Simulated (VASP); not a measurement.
Method: PBE GGA, VASP's PBE PAW potentials (set 64) (plane waves; VASP).

A VASP calculation is set up with these files.

**INCAR**
```
ALGO = Normal
EDIFF = 1E-6
ENCUT = 400
GGA = PE
ISIF = 2
ISMEAR = 1
LASPH = .TRUE.
LCHARG = .FALSE.
LMAXMIX = 4
LREAL = .FALSE.
LWAVE = .FALSE.
NBANDS = 16
NELM = 100
PREC = Accurate
SIGMA = 0.1
SYSTEM = Ru
```

KPOINTS:
```
Automatic mesh
0
Gamma
14 14 8
0 0 0
```

File POSCAR:
```
Ru
1
    1.3178820000    -2.3175950000     0.0000000000
    1.3178820000     2.3175950000     0.0000000000
    0.0000000000     0.0000000000     4.2814260000
Ru
2
Direct
  0.3333330000   0.6666670000   0.2500000000
  0.6964450000   0.3631110000   0.7500000000
```

POTCAR, in this order: Ru_pv (PBE.64 set). Program: vasp_std.

The run wrote:

File OUTCAR:
```
 ion  position               nearest neighbor table
   1  0.333  0.667  0.250-   2 2.59   2 2.59   2 2.64   2 2.64   2 2.67   2 2.67
   2  0.696  0.363  0.750-   1 2.59   1 2.59   1 2.64   1 2.64   1 2.67   1 2.67
  LATTYP: Found a base centered orthorhombic cell.
 ALAT       =     2.6357640000
 B/A-ratio  =     1.7585755022
 C/A-ratio  =     1.6243586300
 Subroutine PRICEL returns:
 Original cell was already a primitive cell.
 Subroutine GETGRP returns: Found  4 space group operations
The static configuration has the point symmetry C_1 .
 The point group associated with its full space group is C_2h.
The dynamic configuration has the point symmetry C_1 .
 Subroutine INISYM returns: Found  4 space group operations
 Subroutine IBZKPT returns following result:
 Found    500 irreducible k-points:

 Following reciprocal coordinates:
            Coordinates               Weight
  0.000000  0.000000  0.000000      1.000000
  0.071429 -0.000000  0.000000      2.000000
 -0.000000  0.071429  0.000000      2.000000
  0.142857  0.000000  0.000000      2.000000
  0.000000  0.142857  0.000000      2.000000
  0.214286 -0.000000  0.000000      2.000000
 -0.000000  0.214286  0.000000      2.000000
  0.285714  0.000000  0.000000      2.000000
  0.000000  0.285714  0.000000      2.000000
  0.357143 -0.000000  0.000000      2.000000
 -0.000000  0.357143  0.000000      2.000000
  0.428571 -0.000000  0.000000      2.000000
 -0.000000  0.428571  0.000000      2.000000
  0.500000  0.000000  0.000000      1.000000
  0.000000  0.500000  0.000000      1.000000
  0.071429  0.071429  0.000000      2.000000
  0.142857  0.071429  0.000000      2.000000
  0.071429  0.142857  0.000000      2.000000
  0.214286  0.071429  0.000000      2.000000
  0.071429  0.214286  0.000000      2.000000
  0.285714  0.071429  0.000000      2.000000
...
```

### OSZICAR
```
       N       E                     dE             d eps       ncg     rms          rms(c)
DAV:   1     0.243516243312E+03    0.24352E+03   -0.16210E+04 16136   0.162E+03
DAV:   2    -0.136486528371E+02   -0.25716E+03   -0.25569E+03 18096   0.490E+02
DAV:   3    -0.195856355980E+02   -0.59370E+01   -0.56758E+01 19904   0.718E+01
DAV:   4    -0.196426860641E+02   -0.57050E-01   -0.56320E-01 19280   0.667E+00
DAV:   5    -0.196431901569E+02   -0.50409E-03   -0.50416E-03 19568   0.556E-01    0.194E+01
DAV:   6    -0.184517273414E+02    0.11915E+01   -0.37177E+00 17344   0.208E+01    0.569E+00
DAV:   7    -0.183562370301E+02    0.95490E-01   -0.43276E-01 19064   0.621E+00    0.122E+00
DAV:   8    -0.183475076578E+02    0.87294E-02   -0.10223E-02 18064   0.130E+00    0.120E-01
DAV:   9    -0.183475999320E+02   -0.92274E-04   -0.39843E-04 20600   0.219E-01    0.530E-02
DAV:  10    -0.183476094278E+02   -0.94958E-05   -0.15202E-05 17904   0.433E-02    0.156E-02
DAV:  11    -0.183476136239E+02   -0.41962E-05   -0.64801E-07  8824   0.961E-03    0.188E-03
DAV:  12    -0.183476133368E+02    0.28710E-06   -0.92685E-08  8096   0.280E-03
   1 F= -.18347613E+02 E0= -.18347505E+02  d E =-.326114E-03
```

**OUTCAR**
```
------------------------ aborting loop because EDIFF is reached ----------------------------------------
  FORCE on cell =-STRESS in cart. coord.  units (eV):
  Direction    XX          YY          ZZ          XY          YZ          ZX
  --------------------------------------------------------------------------------------
  Total        4.0452677      2.8448821      1.6712877     -0.3125580      0.0000000      0.0000000
  in kB      247.8137167    174.2779080    102.3833421    -19.1473511      0.0000000      0.0000000
  external PRESSURE =     174.8249890 kB  Pullay stress =       0.0000000 kB
  volume of cell :       26.15
      direct lattice vectors                 reciprocal lattice vectors
     1.317882000 -2.317595000  0.000000000     0.379396638 -0.215740887  0.000000000
     1.317882000  2.317595000  0.000000000     0.379396638  0.215740887  0.000000000
     0.000000000  0.000000000  4.281426000     0.000000000  0.000000000  0.233567041
 POSITION                                       TOTAL-FORCE (eV/Angst)
 -----------------------------------------------------------------------------------
      1.31788      0.77253      1.07036         0.549181     -0.062543     -0.000000
      1.39637     -0.77253      3.21107        -0.549181      0.062543      0.000000
 -----------------------------------------------------------------------------------
    total drift:                               -0.000014     -0.000000     -0.000000
  FREE ENERGIE OF THE ION-ELECTRON SYSTEM (eV)
  ---------------------------------------------------
  free  energy   TOTEN  =       -18.3476133368 eV

  energy  without entropy=      -18.3472872226  energy(sigma->0) =      -18.34750463
```
(Selected blocks of OUTCAR.)

The compound is Ru in the hcp structure. The cell was not relaxed at this level, atoms are displaced from their ideal sites. The run is one of a series of settings (NBANDS = 16 against the base run), some of them coarse on purpose. VASP warned that the highest band is occupied, so more bands are needed.
